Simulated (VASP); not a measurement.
Wanted: the native input for a VASP 6.6.1 run.

```yaml
Task: single point
Functional: LDA
Potentials_or_basis: VASP PAW LDA potentials, release 64 (Ti_sv, Ta_pv)
Cutoff: 520 eV
k_mesh: 5 × 5 × 5
Occupations: fermi-dirac, width 0.1 eV
Spin: no spin polarisation
Dipole_correction: no
Further_INCAR_settings: ALGO = Normal; EDIFF = 1e-07; NBANDS = 32
```

The structure of TaTi3 lies in POSCAR:

```
TaTi3
1.0
    4.1330540000      0.0000000000      0.0000000000
    0.0000000000      4.1330540000      0.0000000000
    0.0000000000      0.0000000000      4.1330540000
Ti Ta
3 1
Direct
    0.0000000000      0.5000000000      0.5000000000
    0.5000000000      0.0000000000      0.5000000000
    0.5000000000      0.5000000000      0.0000000000
    0.0000000000      0.0000000000      0.0000000000
```

The cell comes from a database or a generator and needn't be the stable form of this composition.

These files were run (other wordings do the same):

INCAR

```
SYSTEM = TaTi3
PREC = Accurate
ENCUT = 520
EDIFF = 1E-7
ISMEAR = -1
SIGMA = 0.1
LREAL = .FALSE.
LASPH = .TRUE.
NELM = 100
ALGO = Normal
ISIF = 2
LWAVE = .FALSE.
LCHARG = .FALSE.
NBANDS = 32
```

KPOINTS

```
regular mesh
0
G
  5 5 5
  0 0 0
```

Potentials or basis: VASP PAW LDA potentials, release 64 (Ti_sv, Ta_pv).

The run is started by

```console
$ cat potpaw_LDA.64/Ti_sv/POTCAR potpaw_LDA.64/Ta_pv/POTCAR > POTCAR
$ mpirun -np 1 vasp_std > vasp.out
```

Results of the run:

```yaml
Pressure: -9.2 GPa
Band_gap_on_the_k_mesh: none (metal or under the smearing width)
```

It took 22 s on 1 thread of Intel(R) Xeon(R) Platinum 8259CL CPU @ 2.50GHz (Skylake/Cascade Lake) (shared host), peak memory 0.15 GiB.
